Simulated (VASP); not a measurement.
Data:

```
CsPbCl3
1.0
    5.85276     0.00000     0.00000
    0.00000     5.85276     0.00000
    0.00000     0.00000     5.85276
Cs Pb Cl
1 1 3
Cartesian
  0.00000   0.00000   0.00000
  2.92638   2.92638   2.92638
  2.92638   0.00000   2.92638
  0.00000   2.92638   2.92638
  2.92638   2.92638   0.00000
```

Method: RPBE GGA, VASP's PBE PAW potentials (set 64) (plane waves; VASP). Numerical set-up: 520 eV cut-off, Gaussian smearing of 0.050 eV, potentials Cs_sv Pb_d Cl.

Unless said otherwise, spin-orbit coupling is left out, though it shifts the bands of the heavy elements here.

Problem. Predict the band gap (along the path) with the smallest direct gap where there is one.

Solution. 
```
Quantity                               Result
------------------------------------  -------
band gap (along the path)             2.54 eV
smallest direct gap (along the path)  2.54 eV
```

Only differences to runs with the same potentials and settings are physical.

The compound is CsPbCl3 in the cubic perovskite structure, the ideal cubic form; the compound distorts at low or room temperature. It was relaxed first, which changed the volume by +14 %.
